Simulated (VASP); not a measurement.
**GeS2 (relaxed from the pyrite structure, space group Pa-3): computed properties**

Method: PBEsol GGA, VASP's PBE PAW potentials (set 64) (plane waves; VASP 6.6.1).

```json
{
  "space_group": "Pa-3 (205)",
  "cell": "a = b = c = 5.9490 Å, α = β = γ = 90.00°",
  "volume_per_atom": "17.55 Å³/atom",
  "band gap (over mesh and band path)": "none (metal, semimetal or under 0.01 eV)",
  "density": "4.31 g/cm³"
}
```

```cif
data_Ge4S8
_chemical_formula_sum 'Ge4 S8'
_space_group_name_H-M_alt 'Pa-3'
_space_group_IT_number 205
_space_group_name_Hall '-P 2ac 2ab 3'
_cell_length_a 5.94902
_cell_length_b 5.94902
_cell_length_c 5.94902
_cell_angle_alpha 90.000
_cell_angle_beta 90.000
_cell_angle_gamma 90.000
loop_
_atom_site_label
_atom_site_type_symbol
_atom_site_symmetry_multiplicity
_atom_site_Wyckoff_symbol
_atom_site_fract_x
_atom_site_fract_y
_atom_site_fract_z
_atom_site_occupancy
Ge1 Ge 4 a 0.00000 0.00000 0.00000 1
S1 S 8 c 0.34978 0.34978 0.34978 1
```

The structure was generated: GeS2 was put into the pyrite type (Pa-3), which need not be its known phase. It was relaxed first, which changed the volume by +20 %. Symmetry was kept, so distortions that lower it aren't found.
